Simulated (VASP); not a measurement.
Computed with r2SCAN meta-GGA, VASP's PBE PAW potentials (set 64) (plane waves; VASP 6.6.1).

Input for VASP

File KPOINTS:
```
Automatic
0
G
8 8 8
0 0 0
```

**INCAR**
```
ALGO=Normal
EDIFF=1E-6
EDIFFG=-0.01
ENCUT=520
IBRION=2
ISIF=3
ISMEAR=1
LASPH=.TRUE.
LCHARG=.FALSE.
LMAXMIX=4
LMIXTAU=.TRUE.
LREAL=.FALSE.
LWAVE=.FALSE.
METAGGA=R2SCAN
NELM=100
NSW=60
PREC=Accurate
SIGMA=0.1
SYSTEM=Cs
```

File POSCAR:
```
Cs
1.0
 -3.1372250178   3.1372250178   3.1372250178
  3.1372250178  -3.1372250178   3.1372250178
  3.1372250178   3.1372250178  -3.1372250178
Cs
1
Direct
  0.0000000000   0.0000000000   1.0000000000
```

POTCAR, in this order: Cs_sv (PBE.64 set). Program: vasp_std.

The resulting files:

### OSZICAR
```
       N       E                     dE             d eps       ncg     rms          rms(c)
DAV:   1     0.301080951208E+02    0.30108E+02   -0.29400E+03   464   0.787E+02
DAV:   2    -0.219321395297E+02   -0.52040E+02   -0.51439E+02   624   0.127E+02
DAV:   3    -0.269750804678E+02   -0.50429E+01   -0.50384E+01   472   0.476E+01
DAV:   4    -0.270520635749E+02   -0.76983E-01   -0.76979E-01   880   0.714E+00
DAV:   5    -0.270520876584E+02   -0.24084E-04   -0.24084E-04   656   0.968E-02    0.242E-01
DAV:   6    -0.257738644290E+02    0.12782E+01   -0.98431E-02   464   0.353E+00    0.241E-01
DAV:   7    -0.245111555305E+02    0.12627E+01   -0.78570E-01   520   0.558E+00    0.463E-01
DAV:   8    -0.247918576703E+02   -0.28070E+00   -0.63503E-01   544   0.558E+00    0.108E-01
DAV:   9    -0.250221067405E+02   -0.23025E+00   -0.28891E-01   464   0.450E+00    0.148E-01
DAV:  10    -0.249777376242E+02    0.44369E-01   -0.34891E-02   608   0.236E+00    0.245E-01
DAV:  11    -0.249854309499E+02   -0.76933E-02   -0.15739E-01   464   0.411E+00    0.114E-01
DAV:  12    -0.249809468457E+02    0.44841E-02   -0.99513E-02   464   0.304E+00    0.915E-02
DAV:  13    -0.250261993977E+02   -0.45253E-01   -0.17073E-02   464   0.198E+00    0.853E-02
DAV:  14    -0.250217830491E+02    0.44163E-02   -0.10886E-03   592   0.535E-01    0.777E-02
DAV:  15    -0.250077276632E+02    0.14055E-01   -0.30011E-02   472   0.213E+00    0.533E-02
DAV:  16    -0.250085398304E+02   -0.81217E-03   -0.38650E-04   704   0.312E-01    0.494E-02
DAV:  17    -0.250083906549E+02    0.14918E-03   -0.91475E-03   464   0.124E+00    0.527E-02
DAV:  18    -0.250083338625E+02    0.56792E-04   -0.15014E-04   688   0.155E-01    0.468E-02
DAV:  19    -0.249992317949E+02    0.91021E-02   -0.40132E-03   464   0.502E-01    0.484E-02
DAV:  20    -0.250124970370E+02   -0.13265E-01   -0.65066E-03   464   0.983E-01    0.207E-02
DAV:  21    -0.250128141135E+02   -0.31708E-03   -0.21225E-04   496   0.204E-01    0.208E-02
DAV:  22    -0.250127968355E+02    0.17278E-04   -0.17367E-05   568   0.591E-02    0.220E-02
DAV:  23    -0.250125526436E+02    0.24419E-03   -0.58338E-04   488   0.237E-01    0.224E-02
DAV:  24    -0.250125033636E+02    0.49280E-04   -0.97057E-05   544   0.101E-01    0.201E-02
DAV:  25    -0.250127402453E+02   -0.23688E-03   -0.33656E-04   472   0.217E-01    0.173E-02
DAV:  26    -0.250128965044E+02   -0.15626E-03   -0.48500E-05   568   0.819E-02    0.170E-02
DAV:  27    -0.250126270823E+02    0.26942E-03   -0.12331E-04   472   0.103E-01    0.153E-02
DAV:  28    -0.250125815772E+02    0.45505E-04   -0.26022E-05   528   0.734E-02    0.118E-02
DAV:  29    -0.250125955153E+02   -0.13938E-04   -0.23011E-05   480   0.677E-02    0.925E-03
DAV:  30    -0.250125734157E+02    0.22100E-04   -0.13623E-05   544   0.460E-02    0.534E-03
DAV:  31    -0.250125777015E+02   -0.42857E-05   -0.89843E-06   544   0.445E-02    0.364E-03
DAV:  32    -0.250125896660E+02   -0.11965E-04   -0.54450E-05   496   0.883E-02    0.288E-03
DAV:  33    -0.250126019000E+02   -0.12234E-04   -0.15609E-05   584   0.588E-02    0.224E-03
DAV:  34    -0.250126048724E+02   -0.29724E-05   -0.27283E-06   648   0.213E-02    0.199E-03
DAV:  35    -0.250126061115E+02   -0.12391E-05   -0.11682E-06   512   0.168E-02    0.125E-03
DAV:  36    -0.250126073066E+02   -0.11950E-05   -0.16598E-06   504   0.162E-02    0.709E-04
DAV:  37    -0.250126072392E+02    0.67346E-07   -0.99277E-07   504   0.112E-02
   1 F= -.25012607E+02 E0= -.25011745E+02  d E =-.250126E+02
```

**OUTCAR**
```
------------------------ aborting loop because EDIFF is reached ----------------------------------------
  FORCE on cell =-STRESS in cart. coord.  units (eV):
  Direction    XX          YY          ZZ          XY          YZ          ZX
  --------------------------------------------------------------------------------------
  Total        0.0012132      0.0012132      0.0012132      0.0000000      0.0000000      0.0000000
  in kB        0.0157383      0.0157383      0.0157383      0.0000000      0.0000000      0.0000000
  external PRESSURE =       0.0157383 kB  Pullay stress =       0.0000000 kB
  volume of cell :      123.51
      direct lattice vectors                 reciprocal lattice vectors
    -3.137225018  3.137225018  3.137225018     0.000000000  0.159376518  0.159376518
     3.137225018 -3.137225018  3.137225018     0.159376518  0.000000000  0.159376518
     3.137225018  3.137225018 -3.137225018     0.159376518  0.159376518  0.000000000
 POSITION                                       TOTAL-FORCE (eV/Angst)
 -----------------------------------------------------------------------------------
      0.00000      0.00000      0.00000         0.000000     -0.000000      0.000000
 -----------------------------------------------------------------------------------
    total drift:                                0.000000      0.000000     -0.000000
  FREE ENERGIE OF THE ION-ELECTRON SYSTEM (eV)
  ---------------------------------------------------
  free  energy   TOTEN  =       -25.0126072392 eV

  energy  without entropy=      -25.0100208630  energy(sigma->0) =      -25.01174511

 reached required accuracy - stopping structural energy minimisation
```
(Selected blocks of OUTCAR.)

File OUTCAR:
```
 val. band max:        0.3769437569   @ k =   0.2500   0.2500   0.0000

 cond. band min:       0.4299191445   @ k =   0.3750   0.1250   0.0000


 Fermi energy:         0.3993299422

 k-point     1 :       0.0000    0.0000    0.0000
  band No.  band energies     occupation
      1     -24.4665      2.00000
      2     -10.8421      2.00000
      3     -10.8421      2.00000
      4     -10.8421      2.00000
      5      -1.3416      2.00000
      6       3.1372      0.00000
      7       3.1372      0.00000
      8       3.1372      0.00000

 k-point     2 :       0.1250    0.0000    0.0000
  band No.  band energies     occupation
      1     -24.4657      2.00000
      2     -10.8586      2.00000
      3     -10.8473      2.00000
      4     -10.8421      2.00000
      5      -1.1724      2.00000
      6       2.9109      0.00000
      7       2.9426      0.00000
      8       3.3030      0.00000

 k-point     3 :       0.2500    0.0000    0.0000
  band No.  band energies     occupation
      1     -24.4638      2.00000
      2     -10.8978      2.00000
      3     -10.8599      2.00000
      4     -10.8422      2.00000
      5      -0.6971      2.00000
      6       2.2367     -0.00000
      7       2.5887      0.00000
      8       3.7893      0.00000

 k-point     4 :       0.3750    0.0000    0.0000
  band No.  band energies     occupation
      1     -24.4620      2.00000
      2     -10.9361      2.00000
      3     -10.8725      2.00000
      4     -10.8424      2.00000
      5      -0.0229      2.00000
      6       1.5633     -0.00000
      7       2.3207     -0.00000
      8       3.9175      0.00000

 k-point     5 :       0.5000    0.0000    0.0000
  band No.  band energies     occupation
      1     -24.4612      2.00000
      2     -10.9518      2.00000
      3     -10.8776      2.00000
      4     -10.8424      2.00000
      5       0.5000     -0.05167
      6       1.1015     -0.00000
      7       2.2250     -0.00000
...
```

Unless said otherwise, spin-orbit coupling is left out, though it shifts the bands of the heavy elements here.

The compound is Cs in the bcc structure. It was relaxed first, which changed the volume by +9 %. The start is the result of an earlier pass.
